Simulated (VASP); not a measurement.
Consider the following.

```
CELL_PARAMETERS angstrom
      0.00000     2.72580     2.72580
      2.72580     0.00000     2.72580
      2.72580     2.72580     0.00000
ATOMIC_POSITIONS crystal
  Ca 0.00000 0.00000 0.00000
```

Computed with optB88-vdW, VASP's PBE PAW potentials (set 64) (plane waves; VASP 6.6.1). Run with 520 eV cut-off, Gaussian smearing of 0.050 eV, potentials Ca_sv.

Q: Give the energies of bands 5 to 8 at the high-symmetry points, in eV from the Fermi level.

A: 
| band | Γ | X | U | L | W |
|---|---|---|---|---|---|
| 5 | -4.08 | -0.55 | -0.03 | -1.02 | 0.13 |
| 6 | 2.28 | 0.50 | 0.37 | -0.09 | 0.70 |
| 7 | 2.28 | 1.09 | 0.88 | 2.15 | 0.70 |
| 8 | 2.28 | 4.06 | 3.23 | 2.15 | 2.56 |

It has no gap at this level: it comes out as a metal or semimetal.

The compound is Ca in the fcc structure. It was relaxed first, which changed the volume by -7 %.
